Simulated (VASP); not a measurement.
Be2B3:

```
CELL_PARAMETERS angstrom
3.29029 0.00000 0.00000
-1.64515 2.84948 0.00000
0.00000 0.00000 3.37676
ATOMIC_POSITIONS crystal
Be 0.00000 0.00000 0.26211
Be 0.00000 0.00000 0.73789
B 0.50000 0.00000 0.50000
B 0.00000 0.50000 0.50000
B 0.50000 0.50000 0.50000
```

The cell was built by a generator and needn't be a form met in nature.

The cell isn't the ideal one: random cell by space group and Wyckoff sites (P6/mmm, No. 191).

| Quantity | Value |
| --- | --- |
| Program | VASP 6.6.1 |
| Task | relaxation of cell and atoms |
| Functional | PBE |
| Potentials or basis | VASP PAW PBE potentials, release 64 (Be, B) |
| Cutoff | 600 eV |
| k mesh | 6 × 6 × 6 |
| Occupations | gaussian, width 0.1 eV |
| Spin | no spin polarisation |

At the start: pressure 66.7 GPa; volume 6.33 Å³/atom.

Problem. How do energy, volume and symmetry change on relaxing?

Solution. Over 11 steps the energy falls by 566.3 meV/atom and the volume is 9.12 Å³/atom (+44.0 %); space group P6/mmm (No. 191, to 0.05 Å).

Step by step:
```
step  energy change (eV)  largest force (eV/Å)  pressure (GPa)  volume (Å³)
   1              0.0000                4.8314           66.73        31.66
   2             -0.4528                9.8385           -4.93        45.30
   3             -1.6156                4.2337           16.40        37.92
   4             -2.4819                0.8818          -12.33        47.70
   5             -2.5451                0.3809           -7.59        45.12
   6             -2.7758                0.5163            2.83        43.65
   7             -2.7789                0.5335            4.65        43.42
   8             -2.8226                0.0456            2.15        44.52
   9             -2.8282                0.1895            0.95        45.10
  10             -2.8314                0.0506           -0.16        45.52
  11             -2.8314                0.0264           -0.36        45.60
```

Final structure:
```yaml
crystal:
  lattice:
    - [3.43276, 0.00000, 0.00000]
    - [-1.71638, 2.97286, 0.00000]
    - [0.00000, 0.00000, 4.46816]
  atoms:
    - { symbol: Be, position: [0.00000, 0.00000, 0.23528] }
    - { symbol: Be, position: [0.00000, 0.00000, 0.76472] }
    - { symbol: B, position: [0.50000, 0.00000, 0.50000] }
    - { symbol: B, position: [0.00000, 0.50000, 0.50000] }
    - { symbol: B, position: [0.50000, 0.50000, 0.50000] }
```

Caveat: the k mesh is coarse (spacing up to 0.37 Å⁻¹), so the values aren't converged; the volume moved by over 15 % at a fixed basis, so the end points are rough.
